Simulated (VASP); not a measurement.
SiSe under changes of volume

One of the cells (20.544 Å³/atom); the others are scaled copies at fixed shape and fractional positions:

```
Si Se
1.0
     3.61901    0.00000    0.00000
    -1.80950    3.13415    0.00000
     0.00000    0.00000    3.62256
Si Se
1 1
Direct
  0.66667 0.33333 0.50000
  0.00000 0.00000 0.00000
```

The cell was built by a generator and needn't be a form met in nature.

| Property | Result |
| --- | --- |
| Program | VASP 6.6.1 |
| Functional | PBE |
| Potentials or basis | VASP PAW PBE potentials, release 64 (Si, Se) |
| Cutoff | 520 eV |
| k mesh | 9 × 9 × 7 |
| Occupations | fermi-dirac, width 0.05 eV |
| Spin | no spin polarisation |

```csv
volume (Å³/atom),energy over the lowest point (meV/atom),pressure (GPa)
18.933,16.68,4.1
19.336,8.04,2.8
19.739,2.48,1.5
20.544,0.00,-0.7
20.947,2.75,-1.7
21.350,?,?
```

**Question.** What does the run at 21.350 Å³/atom give?

**Answer.** Energy over the lowest point 7.82 meV/atom; pressure -2.6 GPa.

Worked out: A Birch-Murnaghan fit of order 3 (a polynomial in V^(-2/3)) to the other rows has its minimum at 20.32 Å³/atom with B0 = V·E''(V) = 54 GPa (rough, since the energies scatter) at fixed shape and positions, which overstates the stiffness. It gives 7.97 meV/atom at 21.350 Å³/atom, against the run's 7.82, and -dE/dV = -2.5 GPa, against -2.6.

Energies are extrapolated to zero smearing.
